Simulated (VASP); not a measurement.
A VASP calculation is set up with these files.

### POSCAR
```
PbSe
1
    3.6643206732    -0.0000000000     0.0000000000
    0.0000000000     3.6643206732     0.0000000000
   -0.0000000000    -0.0000000000     3.6643206732
Pb Se
1 1
Direct
  0.0000000000   0.0000000000   0.0000000000
  0.5000000000   0.5000000000   0.5000000000
```

### KPOINTS
```
Regular mesh
0
G
 11 11 11
0 0 0
```

**INCAR**
```
ALGO = Normal
EDIFF = 1E-7
ENCUT = 400
ISIF = 2
ISMEAR = -5
LASPH = .True.
LCHARG = .True.
LMAXMIX = 4
LORBIT = 11
LREAL = .False.
LWAVE = .False.
NEDOS = 601
NELM = 100
PREC = Accurate
SYSTEM = PbSe
```

POTCAR, in this order: Pb_d Se (LDA.64 set). Program: vasp_std.

**Question.** Translate this LDA calculation to Quantum ESPRESSO's pw.x.

**Answer.** One equivalent input (not run):
```
&CONTROL
  calculation = 'scf'
  pseudo_dir = './pseudo'
  outdir = './out'
  tprnfor = .true.
  tstress = .true.
/
&SYSTEM
  ibrav = 0
  nat = 2
  ntyp = 2
  ecutwfc = 86
  occupations = 'tetrahedra'
  input_dft = 'pz'
/
&ELECTRONS
  conv_thr = 7.3e-09
  electron_maxstep = 100
/
ATOMIC_SPECIES
  Pb 207.200 Pb.upf
  Se 78.971 Se.upf
CELL_PARAMETERS angstrom
     3.6643207   -0.0000000    0.0000000
     0.0000000    3.6643207    0.0000000
    -0.0000000   -0.0000000    3.6643207
ATOMIC_POSITIONS crystal
  Pb   0.0000000  0.0000000  0.0000000
  Se   0.5000000  0.5000000  0.5000000
K_POINTS automatic
  11 11 11 0 0 0
```
The two are equivalent in intent, not identical: the potentials are each code's own (VASP's PAW set, PseudoDojo norm-conserving files in pw.x), so ENCUT and ecutwfc are chosen apart and not converted; conv_thr bounds pw.x's estimated SCF error, while EDIFF bounds the energy change between steps.

The structure comes from a computed database's PbSe entry (Pm-3m); how it stands against other phases isn't given here. It was relaxed first, which changed the volume by -9 %.
